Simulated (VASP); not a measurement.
VASP input:

File POSCAR:
```
NaCl
1
   -0.0000000000     2.8225212137     2.8225212137
    2.8225212137    -0.0000000000     2.8225212137
    2.8225212137     2.8225212137     0.0000000000
Na Cl
1 1
Direct
  0.0000000000   0.0000000000   1.0000000000
  0.5000000000   0.5000000000   0.5000000000
```

**INCAR**
```
! general
SYSTEM = NaCl
PREC   = Accurate
ENCUT  = 520   ! plane-wave cut-off (eV)
LREAL  = .FALSE.
LASPH  = .TRUE.   ! aspherical one-centre terms

! electronic loop
EDIFF  = 1E-7   ! SCF stop (eV)
NELM   = 100   ! most electronic steps
ALGO   = Normal   ! blocked Davidson

! smearing
ISMEAR = -5

! functional
GGA    = PE   ! PBE
IVDW   = 11   ! D3, zero damping

! ions
ISIF   = 2   ! forces and stress, cell fixed

! output
LWAVE  = .FALSE.
LCHARG = .TRUE.
LORBIT = 11   ! lm-projected
NEDOS  = 601   ! DOS grid
```

KPOINTS:
```
K-points
0
G
9 9 9
0 0 0
```

POTCAR, in this order: Na_pv Cl (PBE.64 set). Program: vasp_std.

**Question.** Write an equivalent input for Quantum ESPRESSO's pw.x.

**Answer.** One equivalent input (not run):
```
&CONTROL
  calculation = 'scf'
  pseudo_dir = './pseudo'
  outdir = './out'
  tprnfor = .true.
  tstress = .true.
/
&SYSTEM
  ibrav = 0
  nat = 2
  ntyp = 2
  ecutwfc = 88
  occupations = 'tetrahedra'
  input_dft = 'pbe'
  vdw_corr = 'grimme-d3'
  dftd3_version = 3
  dftd3_threebody = .false.
/
&ELECTRONS
  conv_thr = 7.3e-09
  electron_maxstep = 100
/
ATOMIC_SPECIES
  Na 22.990 Na.upf
  Cl 35.450 Cl.upf
CELL_PARAMETERS angstrom
    -0.0000000    2.8225212    2.8225212
     2.8225212   -0.0000000    2.8225212
     2.8225212    2.8225212    0.0000000
ATOMIC_POSITIONS crystal
  Na   0.0000000  0.0000000  1.0000000
  Cl   0.5000000  0.5000000  0.5000000
K_POINTS automatic
  9 9 9 0 0 0
```
Limits of the translation: the potentials are each code's own (VASP's PAW set, PseudoDojo norm-conserving files in pw.x), so ENCUT and ecutwfc are chosen apart and not converted; conv_thr bounds pw.x's estimated SCF error, while EDIFF bounds the energy change between steps.

The compound is NaCl in the rock salt structure. It was relaxed first.
